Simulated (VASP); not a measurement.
# Energy against moment in Al2Cu (Khatyrkite), part 3 of 3

What does it cost to change the moment of Al2Cu (Khatyrkite)? The start is a cell from a database of measured crystal structures.

VASP 6.6.1, plane waves and PAW; the level of theory is named at each step.

So far. Step 6 (Fixed spin moment, fixed moment 1.03): Energy at zero smearing: -23.16312 eV. Step 6 (Fixed spin moment, fixed moment 1.03): The run ends at a pressure of -0.14 GPa, with forces up to 0.067 eV/Å.

## (7) Fixed spin moment, fixed moment 1.37

Level of this step: PBE, spin-polarised, total moment fixed; plane waves and PAW (Cu, Al) (VASP).

Contents of INCAR:

```
SYSTEM = Al2Cu
PREC = Accurate
ENCUT = 360
EDIFF = 1E-06
NELM = 150
ISMEAR = 1
SIGMA = 0.1
LREAL = .FALSE.
ALGO = Normal
GGA = PE
NBANDS = 26
ISPIN = 2
MAGMOM = 0.69 0.69 0 0 0 0
LASPH = .TRUE.
LMAXMIX = 4
LORBIT = 11
LWAVE = .FALSE.
LCHARG = .FALSE.
AMIX = 0.2
BMIX = 1E-04
AMIX_MAG = 0.8
BMIX_MAG = 1E-04
NUPDOWN = 1.37
```

Contents of POSCAR:

```
Al2Cu
1.0
   -3.0335000000      3.0335000000      2.4385000000
    3.0335000000     -3.0335000000      2.4385000000
    3.0335000000      3.0335000000     -2.4385000000
Cu Al
2 4
Direct
    0.2500000000      0.2500000000      0.0000000000
    0.7500000000      0.7500000000      0.0000000000
    0.3419000000      0.1581000000      0.5000000000
    0.8419000000      0.3419000000      0.1838000000
    0.6581000000      0.8419000000      0.5000000000
    0.1581000000      0.6581000000      0.8162000000
```

Contents of KPOINTS:

```
Automatic mesh
0
Gamma
7 7 7
0 0 0
```

The projector-augmented-wave data sets are Cu and Al (PBE family, release 64).

Launch:

```sh
> mpirun -np 1 vasp_std
```

The program printed:

```text
[... set-up lines as in an earlier step ...]
 entering main loop
       N       E                     dE             d eps       ncg     rms          rms(c)
DAV:   1     0.159783952206E+03    0.15978E+03   -0.10501E+04  4168   0.107E+03
DAV:   2    -0.186765188288E+02   -0.17846E+03   -0.16612E+03  4190   0.249E+02
DAV:   3    -0.274729957325E+02   -0.87965E+01   -0.83133E+01  5378   0.742E+01
DAV:   4    -0.277185762719E+02   -0.24558E+00   -0.24459E+00  6114   0.106E+01
[...]
DAV:  15    -0.230185601567E+02   -0.59306E-05   -0.72718E-06  5784   0.635E-02    0.116E-02
DAV:  16    -0.230185574010E+02    0.27557E-05   -0.10765E-05  6330   0.848E-02    0.325E-03
DAV:  17    -0.230185574477E+02   -0.46687E-07   -0.78833E-07  2494   0.898E-03
   1 F= -.23018557E+02 E0= -.23018173E+02  d E =-.115399E-02  mag=     1.3700
```

Run time: 2.5 min. Hardware: 1 MPI rank of AMD EPYC 7R43, shared host; peak memory 0.21 GiB.

From OUTCAR (step 7):

```text
  Total        0.1405408      0.1405408     -0.1669900      0.0000000      0.0000000      0.0000000
  in kB        2.5086619      2.5086619     -2.9807834      0.0000000      0.0000000      0.0000000
  external PRESSURE =       0.6788468 kB  Pullay stress =       0.0000000 kB

 POSITION                                       TOTAL-FORCE (eV/Angst)
 -----------------------------------------------------------------------------------
      0.00000      0.00000      1.21925        -0.000000      0.000000      0.000000
      0.00000      0.00000      3.65775        -0.000000      0.000000      0.000000
      0.95919      2.07431      0.00000         0.048110     -0.048110      0.000000
     -0.95919      2.07431      2.43850        -0.048110     -0.048110     -0.000000
      2.07431      0.95919      2.43850        -0.048110      0.048110      0.000000
      3.99269      0.95919     -0.00000         0.048110      0.048110      0.000000
 -----------------------------------------------------------------------------------
    total drift:                               -0.000000     -0.000000     -0.000000

  FREE ENERGIE OF THE ION-ELECTRON SYSTEM (eV)
  ---------------------------------------------------
  free  energy   TOTEN  =       -23.0185574477 eV

  energy  without entropy=      -23.0174034538  energy(sigma->0) =      -23.01817278

 magnetization (x)
# of ion       s       p       d       tot
------------------------------------------
    1        0.013   0.047   0.072   0.132
    2        0.013   0.047   0.072   0.132
    3        0.025   0.043   0.000   0.068
    4        0.025   0.043   0.000   0.068
    5        0.025   0.043   0.000   0.068
    6        0.025   0.043   0.000   0.068
--------------------------------------------------
tot          0.125   0.267   0.144   0.536

[... 2 parts as in an earlier step ...]

[... 1 further part left out ...]
[key lines of the parts left out:]
E-fermi :   7.4621
```

Spin moment in the PAW sphere by atom:

| atom | spin moment in the PAW sphere (μB) |
| --- | --- |
| Cu1 | 0.132 |
| Cu2 | 0.132 |
| Al3 | 0.068 |
| Al4 | 0.068 |
| Al5 | 0.068 |
| Al6 | 0.068 |

Energy at zero smearing: -23.01817 eV.

The run ends at a pressure of 0.07 GPa, with forces up to 0.068 eV/Å.

## (8) Fixed spin moment, fixed moment 1.71

Changes to INCAR since step 7:

```diff
@@ -12,3 +12,3 @@
 ISPIN = 2
-MAGMOM = 0.69 0.69 0 0 0 0
+MAGMOM = 0.86 0.86 0 0 0 0
 LASPH = .TRUE.
@@ -22,2 +22,2 @@
 BMIX_MAG = 1E-04
-NUPDOWN = 1.37
+NUPDOWN = 1.71
```

POSCAR is that of step 7.

KPOINTS is that of step 7.

Launch:

```sh
> mpirun -np 1 vasp_std
```

The program printed:

```text
[... set-up lines as in an earlier step ...]
 entering main loop
       N       E                     dE             d eps       ncg     rms          rms(c)
DAV:   1     0.159864730775E+03    0.15986E+03   -0.10500E+04  4168   0.107E+03
DAV:   2    -0.184430793324E+02   -0.17831E+03   -0.16605E+03  4188   0.249E+02
DAV:   3    -0.272794277814E+02   -0.88363E+01   -0.83533E+01  5412   0.742E+01
DAV:   4    -0.275229914772E+02   -0.24356E+00   -0.24246E+00  6130   0.106E+01
[...]
DAV:  14    -0.228345251598E+02    0.43448E-04   -0.90873E-05  6438   0.247E-01    0.265E-02
DAV:  15    -0.228345298986E+02   -0.47388E-05   -0.36318E-05  6598   0.119E-01    0.811E-03
DAV:  16    -0.228345289246E+02    0.97402E-06   -0.17220E-06  2860   0.295E-02
   1 F= -.22834529E+02 E0= -.22834287E+02  d E =-.725205E-03  mag=     1.7100
```

The job ended after 2.4 min (1 MPI rank; peak memory 0.21 GiB).

Parts of OUTCAR (step 8):

```text
  Total        0.2422842      0.2422842      0.2971784      0.0000000     -0.0000000      0.0000000
  in kB        4.3247887      4.3247887      5.3046549      0.0000000     -0.0000000      0.0000000
  external PRESSURE =       4.6514108 kB  Pullay stress =       0.0000000 kB

 POSITION                                       TOTAL-FORCE (eV/Angst)
 -----------------------------------------------------------------------------------
      0.00000      0.00000      1.21925        -0.000000      0.000000      0.000000
      0.00000      0.00000      3.65775        -0.000000      0.000000      0.000000
      0.95919      2.07431      0.00000         0.044397     -0.044397     -0.000000
     -0.95919      2.07431      2.43850        -0.044397     -0.044397     -0.000000
      2.07431      0.95919      2.43850        -0.044397      0.044397      0.000000
      3.99269      0.95919     -0.00000         0.044397      0.044397      0.000000
 -----------------------------------------------------------------------------------
    total drift:                               -0.000000     -0.000000     -0.000000

  FREE ENERGIE OF THE ION-ELECTRON SYSTEM (eV)
  ---------------------------------------------------
  free  energy   TOTEN  =       -22.8345289246 eV

  energy  without entropy=      -22.8338037191  energy(sigma->0) =      -22.83428719

 magnetization (x)
# of ion       s       p       d       tot
------------------------------------------
    1        0.016   0.057   0.088   0.161
    2        0.016   0.057   0.088   0.161
    3        0.031   0.055   0.000   0.085
    4        0.031   0.055   0.000   0.085
    5        0.031   0.055   0.000   0.085
    6        0.031   0.055   0.000   0.085
--------------------------------------------------
tot          0.153   0.333   0.176   0.663

[... 2 parts as in an earlier step ...]

[... 1 further part left out ...]
[key lines of the parts left out:]
E-fermi :   7.3718
```

Energy at zero smearing: -22.83429 eV.

The run ends at a pressure of 0.47 GPa, with forces up to 0.063 eV/Å.

## (9) Fixed spin moment, fixed moment 2.06

Changes to INCAR since step 8:

```diff
@@ -12,3 +12,3 @@
 ISPIN = 2
-MAGMOM = 0.86 0.86 0 0 0 0
+MAGMOM = 1.03 1.03 0 0 0 0
 LASPH = .TRUE.
@@ -22,2 +22,2 @@
 BMIX_MAG = 1E-04
-NUPDOWN = 1.71
+NUPDOWN = 2.06
```

POSCAR is that of step 8.

KPOINTS is that of step 8.

Launch:

```sh
> mpirun -np 1 vasp_std
```

The program printed:

```text
[... set-up lines as in an earlier step ...]
 entering main loop
       N       E                     dE             d eps       ncg     rms          rms(c)
DAV:   1     0.159973924919E+03    0.15997E+03   -0.10543E+04  4168   0.108E+03
DAV:   2    -0.181437936671E+02   -0.17812E+03   -0.16611E+03  4184   0.249E+02
DAV:   3    -0.270359405090E+02   -0.88921E+01   -0.83843E+01  5404   0.741E+01
DAV:   4    -0.272820633748E+02   -0.24612E+00   -0.24495E+00  6106   0.106E+01
[...]
DAV:  14    -0.225814732147E+02    0.66851E-04   -0.92726E-05  6432   0.254E-01    0.368E-02
DAV:  15    -0.225814784869E+02   -0.52722E-05   -0.30417E-05  6584   0.844E-02    0.950E-03
DAV:  16    -0.225814786583E+02   -0.17142E-06   -0.24894E-06  3212   0.287E-02
   1 F= -.22581479E+02 E0= -.22580985E+02  d E =-.147999E-02  mag=     2.0600
```

Elapsed: 2.5 min, on 1 MPI rank; peak memory 0.21 GiB.

From OUTCAR (step 9):

```text
  Total        0.1128517      0.1128517      1.1113009      0.0000000     -0.0000000      0.0000000
  in kB        2.0144108      2.0144108     19.8367953      0.0000000     -0.0000000      0.0000000
  external PRESSURE =       7.9552057 kB  Pullay stress =       0.0000000 kB

 POSITION                                       TOTAL-FORCE (eV/Angst)
 -----------------------------------------------------------------------------------
      0.00000      0.00000      1.21925         0.000000      0.000000     -0.000000
      0.00000      0.00000      3.65775         0.000000      0.000000     -0.000000
      0.95919      2.07431      0.00000         0.050197     -0.050197     -0.000000
     -0.95919      2.07431      2.43850        -0.050197     -0.050197      0.000000
      2.07431      0.95919      2.43850        -0.050197      0.050197     -0.000000
      3.99269      0.95919     -0.00000         0.050197      0.050197     -0.000000
 -----------------------------------------------------------------------------------
    total drift:                               -0.000000     -0.000000     -0.000000

  FREE ENERGIE OF THE ION-ELECTRON SYSTEM (eV)
  ---------------------------------------------------
  free  energy   TOTEN  =       -22.5814786583 eV

  energy  without entropy=      -22.5799986716  energy(sigma->0) =      -22.58098533

 magnetization (x)
# of ion       s       p       d       tot
------------------------------------------
    1        0.018   0.068   0.108   0.194
    2        0.018   0.068   0.108   0.194
    3        0.036   0.066   0.000   0.102
    4        0.036   0.066   0.000   0.102
    5        0.036   0.066   0.000   0.102
    6        0.036   0.066   0.000   0.102
--------------------------------------------------
tot          0.181   0.400   0.215   0.796

[... 2 parts as in an earlier step ...]

[... 1 further part left out ...]
[key lines of the parts left out:]
E-fermi :   7.3153
```

Spin moment in the PAW sphere by atom:

| atom | spin moment in the PAW sphere (μB) |
| --- | --- |
| Cu1 | 0.194 |
| Cu2 | 0.194 |
| Al3 | 0.102 |
| Al4 | 0.102 |
| Al5 | 0.102 |
| Al6 | 0.102 |

Energy at zero smearing: -22.58099 eV.

The run ends at a pressure of 0.80 GPa, with forces up to 0.071 eV/Å.

## (10) Fixed spin moment, fixed moment 2.4

Changes to INCAR since step 9:

```diff
@@ -12,3 +12,3 @@
 ISPIN = 2
-MAGMOM = 1.03 1.03 0 0 0 0
+MAGMOM = 1.2 1.2 0 0 0 0
 LASPH = .TRUE.
@@ -22,2 +22,2 @@
 BMIX_MAG = 1E-04
-NUPDOWN = 2.06
+NUPDOWN = 2.4
```

POSCAR is that of step 9.

KPOINTS is that of step 9.

Launch:

```sh
> mpirun -np 1 vasp_std
```

The program printed:

```text
[... set-up lines as in an earlier step ...]
 entering main loop
       N       E                     dE             d eps       ncg     rms          rms(c)
DAV:   1     0.160104430002E+03    0.16010E+03   -0.10550E+04  4168   0.108E+03
DAV:   2    -0.178166530314E+02   -0.17792E+03   -0.16626E+03  4184   0.250E+02
DAV:   3    -0.267622809856E+02   -0.89456E+01   -0.84823E+01  5402   0.742E+01
DAV:   4    -0.270118778026E+02   -0.24960E+00   -0.24844E+00  6098   0.107E+01
[...]
DAV:  15    -0.222861544264E+02   -0.32834E-05   -0.62408E-05  6642   0.113E-01    0.168E-02
DAV:  16    -0.222861556146E+02   -0.11882E-05   -0.64140E-06  4730   0.479E-02    0.533E-03
DAV:  17    -0.222861561290E+02   -0.51443E-06   -0.58250E-07  2534   0.174E-02
   1 F= -.22286156E+02 E0= -.22285742E+02  d E =-.124354E-02  mag=     2.4000
```

Wall time 2.6 min (1 MPI rank); peak memory 0.21 GiB.

From OUTCAR (step 10):

```text
  Total        0.5627003      0.5627003      1.1666068      0.0000000      0.0000000     -0.0000000
  in kB       10.0442376     10.0442376     20.8240096      0.0000000      0.0000000     -0.0000000
  external PRESSURE =      13.6374949 kB  Pullay stress =       0.0000000 kB

 POSITION                                       TOTAL-FORCE (eV/Angst)
 -----------------------------------------------------------------------------------
      0.00000      0.00000      1.21925         0.000000     -0.000000     -0.000000
      0.00000      0.00000      3.65775        -0.000000     -0.000000     -0.000000
      0.95919      2.07431      0.00000         0.039192     -0.039192     -0.000000
     -0.95919      2.07431      2.43850        -0.039192     -0.039192      0.000000
      2.07431      0.95919      2.43850        -0.039192      0.039192      0.000000
      3.99269      0.95919     -0.00000         0.039192      0.039192     -0.000000
 -----------------------------------------------------------------------------------
    total drift:                               -0.000000     -0.000000     -0.000000

  FREE ENERGIE OF THE ION-ELECTRON SYSTEM (eV)
  ---------------------------------------------------
  free  energy   TOTEN  =       -22.2861561290 eV

  energy  without entropy=      -22.2849125863  energy(sigma->0) =      -22.28574161

 magnetization (x)
# of ion       s       p       d       tot
------------------------------------------
    1        0.021   0.076   0.127   0.224
    2        0.021   0.076   0.127   0.224
    3        0.043   0.076   0.000   0.119
    4        0.043   0.076   0.000   0.119
    5        0.043   0.076   0.000   0.119
    6        0.043   0.076   0.000   0.119
--------------------------------------------------
tot          0.212   0.456   0.254   0.922

[... 2 parts as in an earlier step ...]

[... 1 further part left out ...]
[key lines of the parts left out:]
E-fermi :   7.1506
```

Energy at zero smearing: -22.28574 eV.

The run ends at a pressure of 1.36 GPa, with forces up to 0.055 eV/Å.

## (11) Summary

This step: fixed spin moments, PBE; plane waves and PAW (VASP 6.6.1).

This step runs nothing: it gathers the runs above.

Numbers from this step:

| Item | Value |
| --- | --- |
| free moment | 0 μB |
| magnetic energy | 4.00e-5 meV/magnetic atom |

Table of energy above the free run by moment of the cell:

| moment of the cell (μB) | energy above the free run (meV/magnetic atom) |
| --- | --- |
| 0.000 | 0 |
| 0.340 | 22.4 |
| 0.690 | 65.2 |
| 1.030 | 118 |
| 1.370 | 190 |
| 1.710 | 282 |
| 2.060 | 409 |
| 2.400 | 556 |

## (12) Results

| Item | Value |
| --- | --- |
| free moment | 0 μB |

In words: Left free, the cell holds 0.00 μB. Forcing 2.4 μB costs 556 meV for each atom counted as magnetic, from the free run. The cell is non-magnetic at this level.

[Lines on the potential files, build, host, timing and source positions are cut from VASP's logs without a mark.]

[Logs are printed without paths, hosts, clocks, repeated set-up lines and the standing remarks that a program may print on its own settings, such as how far it seeks lower states.]

[Hosts, paths, dates, database ids (printed as entryN), source tags and the programs' standing remarks are cut or masked in the printed files.]

[In band tables of VASP the shares of atoms and orbitals are scaled to a sum of 1 inside the atoms' spheres.]

[Runs that stopped without an error message from VASP are left out.]
